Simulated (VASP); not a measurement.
Data:

```
CELL_PARAMETERS angstrom
      0.00000     2.08080     2.08080
      2.08080     0.00000     2.08080
      2.08080     2.08080     0.00000
ATOMIC_POSITIONS crystal
  Li 0.00000 0.00000 0.00000
  H  0.50000 0.50000 0.50000
```

The numbers are results of PBE GGA, VASP's PBE PAW potentials (set 64) (plane waves; VASP), not measurements. Numerical set-up: PREC = Normal, 520 eV cut-off, 10×10×10 Γ-centred mesh, Gaussian smearing of 0.050 eV, potentials Li_sv H.

**Question.** Estimate the energy per atom (σ→0), pressure, band gap (on the k-mesh) with the smallest direct gap where there is one.

**Answer.** 
| Item | Value |
|---|---|
| band gap (on the k-mesh) | 3.05 eV |
| smallest direct gap (on the k-mesh) | 3.05 eV |
| energy per atom (σ→0) | -3.052 eV/atom |
| pressure | -3.59 GPa |

The compound is LiH in the rock salt structure. The cell was not relaxed at this level. The run is one of a series of settings (PREC = Normal against the base run), some of them coarse on purpose.
